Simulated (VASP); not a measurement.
The input files of a VASP run:

**POSCAR**
```
CoSi2
1
    0.0000000000     2.6800000000     2.6800000000
    2.6800000000     0.0000000000     2.6800000000
    2.6800000000     2.6800000000     0.0000000000
Co Si
1 2
Direct
 -0.0056670000   0.0082000000  -0.0017540000
  0.2388090000   0.2334040000   0.2703990000
  0.7668570000   0.7583960000   0.7313550000
```

KPOINTS:
```
Automatic mesh
0
Gamma
6 6 6
0 0 0
```

INCAR:
```
SYSTEM = CoSi2
PREC = Accurate
ENCUT = 300
EDIFF = 1E-6
NELM = 100
ALGO = Normal
LREAL = .FALSE.
LASPH = .TRUE.
ISMEAR = 0
SIGMA = 0.1
LMAXMIX = 4
LWAVE = .FALSE.
LCHARG = .FALSE.
ISIF = 3
IBRION = 2
NSW = 50
EDIFFG = -0.01
```

POTCAR, in this order: Co Si (LDA.64 set). Program: vasp_std.

Problem. Write an equivalent input for Quantum ESPRESSO's pw.x.

Solution. One equivalent input (not run):
```
&CONTROL
  calculation = 'vc-relax'
  pseudo_dir = './pseudo'
  outdir = './out'
  tprnfor = .true.
  tstress = .true.
  nstep = 50
  forc_conv_thr = 0.00039
/
&SYSTEM
  ibrav = 0
  nat = 3
  ntyp = 2
  ecutwfc = 96
  occupations = 'smearing'
  smearing = 'gaussian'
  degauss = 0.00735
  input_dft = 'pz'
/
&ELECTRONS
  conv_thr = 7.3e-08
  electron_maxstep = 100
/
&IONS
/
&CELL
/
ATOMIC_SPECIES
  Co 58.933 Co.upf
  Si 28.085 Si.upf
CELL_PARAMETERS angstrom
     0.0000000    2.6800000    2.6800000
     2.6800000    0.0000000    2.6800000
     2.6800000    2.6800000    0.0000000
ATOMIC_POSITIONS crystal
  Co  -0.0056670  0.0082000 -0.0017540
  Si   0.2388090  0.2334040  0.2703990
  Si   0.7668570  0.7583960  0.7313550
K_POINTS automatic
  6 6 6 0 0 0
```
The two are equivalent in intent, not identical: the potentials are each code's own (VASP's PAW set, PseudoDojo norm-conserving files in pw.x), so ENCUT and ecutwfc are chosen apart and not converted; conv_thr bounds pw.x's estimated SCF error, while EDIFF bounds the energy change between steps; forc_conv_thr acts on force components and is met together with etot_conv_thr.

The structure is a typed CoSi2 crystal. In the starting cell atoms are displaced from their ideal sites. This run relaxes it. The k-mesh is coarse (spacing up to 0.34 per Å, 2π included), so the numbers may not be converged in it. The run is one of a series of settings (EDIFFG = -0.01, IBRION = 2, ISIF = 3, NSW = 50 against the base run), some of them coarse on purpose.
